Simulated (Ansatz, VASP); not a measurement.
# CsMgBiO3 in VASP and in Ansatz

INCAR

```
PREC = Accurate ; ENCUT = 520
EDIFF = 1E-7 ; ISMEAR = -1
SIGMA = 0.05 ; LREAL = F
LASPH = T ; NELM = 100
ALGO = Normal ; ISIF = 2
LWAVE = F ; LCHARG = F
GGA = PE ; NBANDS = 31
```

The input KPOINTS:

```
Automatic mesh
0
Gamma
  6 6 6
```

The input POSCAR:

```
CsMgBiO3
1.0
    3.2730285630      1.8896839218      3.8469755858
   -3.2730285630      1.8896839218      3.8469755858
    0.0000000000     -3.7793678438      3.8469755858
Bi Cs Mg O
1 1 1 3
Direct
    0.5652985500      0.5652985500      0.5652985500
    0.9172816500      0.9172816500      0.9172816500
    0.3021917400      0.3021917400      0.3021917400
    0.9822380200      0.4913922600      0.4913922600
    0.4913922600      0.4913922600      0.9822380200
    0.4913922600      0.9822380200      0.4913922600
```

The input input.yaml:

```yaml
crystal:
  lattice:
    - [3.273028563, 1.8896839218, 3.8469755858]
    - [-3.273028563, 1.8896839218, 3.8469755858]
    - [0.0, -3.7793678438, 3.8469755858]
  atoms:
    - { symbol: Bi, position: [0.56529855, 0.56529855, 0.56529855] }
    - { symbol: Cs, position: [0.91728165, 0.91728165, 0.91728165] }
    - { symbol: Mg, position: [0.30219174, 0.30219174, 0.30219174] }
    - { symbol: O, position: [0.98223802, 0.49139226, 0.49139226] }
    - { symbol: O, position: [0.49139226, 0.49139226, 0.98223802] }
    - { symbol: O, position: [0.49139226, 0.98223802, 0.49139226] }
hamiltonian:
  xc: pbe
  pseudopotentials: { kind: paw }
kpoints:
  mp_grid: { grid: [6, 6, 6] }
scf:
  occupations: { method: fermi_dirac, width: 0.05 }
output:
  forces: true
  stress: true
  eigenvalues: true
  write_density: true
  write_potential: true
  elf: true
  volumetric_format: npy
```

Change from the starting cell: volume scaled by 1.04.

Alike in both runs: task single point; functional PBE; k mesh 6 × 6 × 6; occupations fermi-dirac, width 0.05 eV; no spin polarisation.

|  | VASP | Ansatz |
| --- | --- | --- |
| version | VASP 6.6.1 | Ansatz 0.2.0 |
| potentials or method | VASP PAW PBE potentials, release 64 (Bi_d, Cs_sv, Mg, O) | Ansatz PAW |
| plane-wave cutoff (eV) | 520 | 420 |
| valence electrons in the cell | 44 | 52 |

|  | VASP | Ansatz | Ansatz less VASP |
| --- | --- | --- | --- |
| gap on the k mesh at the Fermi level (eV) | 2.44 | 2.45 | +0.012 |
| least direct gap on the mesh (eV) | 2.44 | 2.45 | +0.012 |
| pressure (GPa) | -2.0 | -2.0 | -0.03 |
| largest component of the traceless stress (GPa) | 1.61 | 1.65 | +0.043 |
| rms of the force components (eV/Å) | 0.243 | 0.269 | +0.0257 |

Atom by atom the forces differ by 0.031 eV/Å (rms over components). The two sets of potentials don't hold the same shells in valence.

Caveats: spin-orbit coupling is left out, which as a rule narrows the gap of such compounds by several tenths of an eV. A k mesh can miss the band edges.
